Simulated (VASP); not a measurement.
Given:

```xyz
2
Lattice="1.6269 -2.8179 0.0000 1.6269 2.8179 0.0000 0.0000 0.0000 5.1510" Properties=species:S:1:pos:R:3 pbc="T T T"
Hf     1.6269     0.9393     1.2877
Hf     1.6269    -0.9393     3.8632
```

The numbers are results of PBE GGA, VASP's PBE PAW potentials (set 64) (plane waves; VASP 6.6.1), not measurements. Numerical set-up: 400 eV cut-off, 2×2×1 Γ-centred mesh, first-order Methfessel-Paxton smearing of 0.10 eV, potentials Hf_pv.

Give the stress tensor in GPa (positive for a compressed cell).

```
-7.09   0.00   0.00
 0.00  -7.09   0.00
 0.00   0.00  -1.98
```
The pressure is its mean diagonal, -5.39 GPa.

The compound is Hf in the hcp structure. The cell was not relaxed at this level. The k-mesh is coarse (spacing up to 1.22 per Å, 2π included), so the numbers may not be converged in it. The run is one of a series of settings (KPOINTS 2×2×1 Γ-centred mesh against the base run), some of them coarse on purpose.
